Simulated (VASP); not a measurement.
Computed with r2SCAN meta-GGA, VASP's PBE PAW potentials (set 64) (plane waves; VASP).

Input for VASP

### POSCAR
```
LaP
1
    3.6473872127     0.0000000000     0.0000000000
    0.0000000000     3.6473872127     0.0000000000
    0.0000000000     0.0000000000     3.6473872127
La P
1 1
Direct
  0.0000000000   0.0000000000   0.0000000000
  0.5000000000   0.5000000000   0.5000000000
```

INCAR:
```
SYSTEM=LaP
PREC=Accurate; ENCUT=480; LREAL=F
LASPH=T
EDIFF=1E-7; NELM=100; ALGO=Normal
LMAXMIX=6; LMIXTAU=T
ISMEAR=1; SIGMA=0.1
METAGGA=R2SCAN
ISIF=2
LWAVE=F; LCHARG=F
```

**KPOINTS**
```
Automatic mesh
0
Gamma
10 10 10
0 0 0
```

POTCAR, in this order: La P (PBE.64 set). Program: vasp_std.

Output of the run:

**OSZICAR**
```
       N       E                     dE             d eps       ncg     rms          rms(c)
DAV:   1     0.100538176384E+03    0.10054E+03   -0.56993E+03  1352   0.170E+03
DAV:   2    -0.342087790474E+02   -0.13475E+03   -0.13141E+03  1904   0.261E+02
DAV:   3    -0.451298961473E+02   -0.10921E+02   -0.10756E+02  2024   0.114E+02
DAV:   4    -0.457150852671E+02   -0.58519E+00   -0.57138E+00  2484   0.191E+01
DAV:   5    -0.457498084894E+02   -0.34723E-01   -0.34613E-01  2124   0.472E+00    0.483E+00
DAV:   6    -0.409572229989E+02    0.47926E+01   -0.12658E+00  2344   0.910E+00    0.340E+00
DAV:   7    -0.413412074659E+02   -0.38398E+00   -0.90762E-01  2188   0.123E+01    0.136E+00
DAV:   8    -0.412154157121E+02    0.12579E+00   -0.71658E-01  2360   0.991E+00    0.928E-01
DAV:   9    -0.412688442162E+02   -0.53429E-01   -0.94924E-02  2352   0.391E+00    0.399E-01
DAV:  10    -0.415073543053E+02   -0.23851E+00   -0.81010E-02  1968   0.290E+00    0.248E-01
DAV:  11    -0.415185442215E+02   -0.11190E-01   -0.16261E-02  2392   0.144E+00    0.187E-01
DAV:  12    -0.415291286375E+02   -0.10584E-01   -0.37822E-02  2160   0.253E+00    0.234E-01
DAV:  13    -0.415334613041E+02   -0.43327E-02   -0.16891E-02  2340   0.152E+00    0.506E-02
DAV:  14    -0.415335030276E+02   -0.41724E-04   -0.39545E-04  2024   0.182E-01    0.557E-02
DAV:  15    -0.415336023058E+02   -0.99278E-04   -0.67101E-05  2376   0.110E-01    0.462E-02
DAV:  16    -0.415336144462E+02   -0.12140E-04   -0.14202E-05  2256   0.300E-02    0.378E-02
DAV:  17    -0.415340826945E+02   -0.46825E-03   -0.27002E-03  1772   0.543E-01    0.714E-02
DAV:  18    -0.415596432211E+02   -0.25561E-01   -0.19237E-01  1764   0.446E+00    0.450E-01
DAV:  19    -0.415320577848E+02    0.27585E-01   -0.20115E-01  2028   0.512E+00    0.100E-01
DAV:  20    -0.415336237784E+02   -0.15660E-02   -0.16478E-02  2328   0.725E-01    0.408E-02
DAV:  21    -0.415337136225E+02   -0.89844E-04   -0.69190E-04  1984   0.183E-01    0.232E-02
DAV:  22    -0.415337200911E+02   -0.64687E-05   -0.76330E-05  2464   0.696E-02    0.221E-02
DAV:  23    -0.415337199769E+02    0.11419E-06   -0.45071E-06  2112   0.153E-02    0.186E-02
DAV:  24    -0.415337191106E+02    0.86628E-06   -0.15473E-05  2364   0.316E-02    0.713E-03
DAV:  25    -0.415337194153E+02   -0.30462E-06   -0.72786E-07  2224   0.951E-03    0.705E-03
DAV:  26    -0.415337198064E+02   -0.39111E-06   -0.63230E-07  2204   0.781E-03    0.566E-03
DAV:  27    -0.415337204112E+02   -0.60483E-06   -0.70914E-07  2308   0.803E-03    0.537E-03
DAV:  28    -0.415337205703E+02   -0.15915E-06   -0.46261E-08  1244   0.253E-03    0.503E-03
DAV:  29    -0.415337205499E+02    0.20445E-07   -0.11463E-08  1196   0.185E-03
   1 F= -.41533721E+02 E0= -.41533493E+02  d E =-.682108E-03
```

**OUTCAR**
```
------------------------ aborting loop because EDIFF is reached ----------------------------------------
  FORCE on cell =-STRESS in cart. coord.  units (eV):
  Direction    XX          YY          ZZ          XY          YZ          ZX
  --------------------------------------------------------------------------------------
  Total       -0.0183036     -0.0183036     -0.0183036      0.0000000      0.0000000     -0.0000000
  in kB       -0.6043679     -0.6043679     -0.6043679      0.0000000      0.0000000     -0.0000000
  external PRESSURE =      -0.6043679 kB  Pullay stress =       0.0000000 kB
  volume of cell :       48.52
      direct lattice vectors                 reciprocal lattice vectors
     3.647387213  0.000000000  0.000000000     0.274168862  0.000000000  0.000000000
     0.000000000  3.647387213  0.000000000     0.000000000  0.274168862  0.000000000
     0.000000000  0.000000000  3.647387213     0.000000000  0.000000000  0.274168862
 POSITION                                       TOTAL-FORCE (eV/Angst)
 -----------------------------------------------------------------------------------
      0.00000      0.00000      0.00000         0.000000      0.000000      0.000000
      1.82369      1.82369      1.82369         0.000000      0.000000      0.000000
 -----------------------------------------------------------------------------------
    total drift:                                0.000000     -0.000000     -0.000000
  FREE ENERGIE OF THE ION-ELECTRON SYSTEM (eV)
  ---------------------------------------------------
  free  energy   TOTEN  =       -41.5337205499 eV

  energy  without entropy=      -41.5330384417  energy(sigma->0) =      -41.53349318
```
(Selected blocks of OUTCAR.)

**OUTCAR**
```
 val. band max:        8.4991175091   @ k =   0.1000   0.1000   0.0000

 cond. band min:       8.5103122746   @ k =   0.1000   0.0000   0.0000


 Fermi energy:         8.5067125935

 k-point     1 :       0.0000    0.0000    0.0000
  band No.  band energies     occupation
      1     -25.3429      2.00000
      2      -8.2122      2.00000
      3      -8.2122      2.00000
      4      -8.2122      2.00000
      5      -2.0960      2.00000
      6       7.8797      2.00000
      7       7.8797      2.00000
      8       8.6223     -0.06930
      9       8.6223     -0.06930
     10       8.6223     -0.06930
     11      11.1207      0.00000
     12      11.1207      0.00000

 k-point     2 :       0.1000    0.0000    0.0000
  band No.  band energies     occupation
      1     -25.3336      2.00000
      2      -8.3398      2.00000
      3      -8.2009      2.00000
      4      -8.2009      2.00000
      5      -1.9497      2.00000
      6       7.4678      2.00000
      7       7.9544      2.00000
      8       8.5103      0.93912
      9       8.5103      0.93912
     10       8.8800     -0.00000
     11      11.0871      0.00000
     12      11.1146      0.00000

 k-point     3 :       0.2000    0.0000    0.0000
  band No.  band energies     occupation
      1     -25.3094      2.00000
      2      -8.6522      2.00000
      3      -8.1712      2.00000
      4      -8.1712      2.00000
      5      -1.5670      2.00000
      6       6.5046      2.00000
      7       8.1691      2.00002
      8       8.2190      2.00037
      9       8.2190      2.00037
     10       9.6072     -0.00000
     11      10.9813      0.00000
     12      11.1000      0.00000

 k-point     4 :       0.3000    0.0000    0.0000
  band No.  band energies     occupation
      1     -25.2791      2.00000
      2      -9.0037      2.00000
      3      -8.1340      2.00000
      4      -8.1340      2.00000
      5      -1.0721      2.00000
      6       5.4541      2.00000
...
```

The structure was generated: LaP was put into the CsCl type (Pm-3m), which need not be its known phase. It was relaxed first, which changed the volume by +9 %.
